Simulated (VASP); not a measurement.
These are r2SCAN meta-GGA, VASP's PBE PAW potentials (set 64) (plane waves; VASP) values and carry that method's errors.

The input files of a VASP run:

KPOINTS:
```
Automatic mesh
0
Gamma
9 9 9
0 0 0
```

POSCAR:
```
Hf
1
    0.0000000000     3.1671150000     3.1671150000
    3.1671150000     0.0000000000     3.1671150000
    3.1671150000     3.1671150000     0.0000000000
Hf
2
Direct
  0.7500000000   0.7500000000   0.7500000000
  0.5000000000   0.5000000000   0.5000000000
```

INCAR:
```
EDIFF=1E-6
SIGMA=0.1   ! width (eV)
LCHARG=.FALSE.
LREAL=.FALSE.   ! projection in real space or not
EDIFFG=-0.01
LASPH=.TRUE.   ! aspherical one-centre terms
LMAXMIX=6
LWAVE=.FALSE.
LMIXTAU=.TRUE.
ISMEAR=1
NELM=100
PREC=Accurate
IBRION=2   ! conjugate gradients
ISIF=3
ENCUT=400   ! plane-wave cut-off (eV)
NSW=60
SYSTEM=Hf
ALGO=Normal
METAGGA=R2SCAN
```

POTCAR, in this order: Hf_pv (PBE.64 set). Program: vasp_std.

Energy and stress use the plane-wave basis of the starting cell. Unless said otherwise, spin-orbit coupling is left out, though it shifts the bands of the heavy elements here.

Question: What does the run give for the energy per atom (σ→0), volume per atom, band gap (on the k-mesh)?

Answer: 
The energy per atom (σ→0) is -42.149 eV/atom and the band gap (on the k-mesh) is none (metal, semimetal or under 0.01 eV). The volume per atom is 33.37 Å³/atom.

OSZICAR:
```
...
DAV:   3    -0.842985489798E+02    0.56478E-02   -0.19924E-02  1136   0.881E-01    0.351E-01
DAV:   4    -0.842977410575E+02    0.80792E-03   -0.38700E-03  1112   0.434E-01    0.300E-01
DAV:   5    -0.842982760768E+02   -0.53502E-03   -0.79295E-04  1148   0.197E-01    0.136E-01
DAV:   6    -0.842982664816E+02    0.95953E-05   -0.18644E-04  1028   0.897E-02    0.549E-02
DAV:   7    -0.842982238447E+02    0.42637E-04   -0.25363E-04   992   0.111E-01    0.216E-02
DAV:   8    -0.842983086618E+02   -0.84817E-04   -0.10431E-04   992   0.672E-02    0.124E-02
DAV:   9    -0.842983087581E+02   -0.96322E-07   -0.55942E-06  1432   0.171E-02
   3 F= -.84298309E+02 E0= -.84297791E+02  d E =-.953806E-02
```

The structure was generated: Hf was put into the diamond type (Fd-3m), which need not be its known phase. This run relaxes it. Symmetry was kept, so distortions that lower it aren't found.
